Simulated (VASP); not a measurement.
An input for Ansatz (written as the equivalent of a VASP run, and not itself run):

Ansatz 0.2 input:
```yaml
crystal:
  lattice:
    - [0.0000000, 1.8036728, 1.8036728]
    - [1.8036728, 0.0000000, 1.8036728]
    - [1.8036728, 1.8036728, 0.0000000]
  atoms:
    - { symbol: B, position: [0.0000000, 0.0000000, 0.0000000] }
    - { symbol: N, position: [0.2500000, 0.2500000, 0.2500000] }
kpoints:
  mp_grid: { grid: [14, 14, 14] }
hamiltonian:
  xc: pbe
  dispersion: d3bj
  pseudopotentials: { kind: paw }
scf:
  occupations: { method: tetrahedron }
  max_iter: 100
output: { forces: true, stress: true, eigenvalues: true }
```

Problem. Write the VASP files for the same calculation (PBE-D3(BJ)).

Solution. One answer among several that fit: 
File KPOINTS:
```
Automatic mesh
0
Gamma
14 14 14
0 0 0
```

**INCAR**
```
# general
SYSTEM  =  BN
PREC    =  Accurate
ENCUT   =  520
LREAL   =  .False.
LASPH   =  .True.

# electronic loop
EDIFF   =  1E-7
NELM    =  100
ALGO    =  Normal

# smearing
ISMEAR  =  -5

# functional
GGA     =  PE
IVDW    =  12

# ions
ISIF    =  2

# output
LWAVE   =  .False.
LCHARG  =  .True.
LORBIT  =  11
NEDOS   =  601
```

### POSCAR
```
BN
2.5507790
  0.0000000000   0.7071066671   0.7071066671
  0.7071066671   0.0000000000   0.7071066671
  0.7071066671   0.7071066671   0.0000000000
B N
1 1
Cart
  0.0000000000   0.0000000000   0.0000000000
  0.3535533335   0.3535533335   0.3535533335
```

POTCAR, in this order: B N (PBE.64 set). Program: vasp_std.

The two are equivalent in intent, not identical: each code has its own PAW files, so the cut-off isn't converted (ENCUT is set for VASP's; basis.ecutwfc is left out, and Ansatz then takes the one that its files recommend); Ansatz stops its SCF on the density residual and VASP on the energy change (EDIFF).

The compound is BN in the zinc blende structure. It was relaxed first.
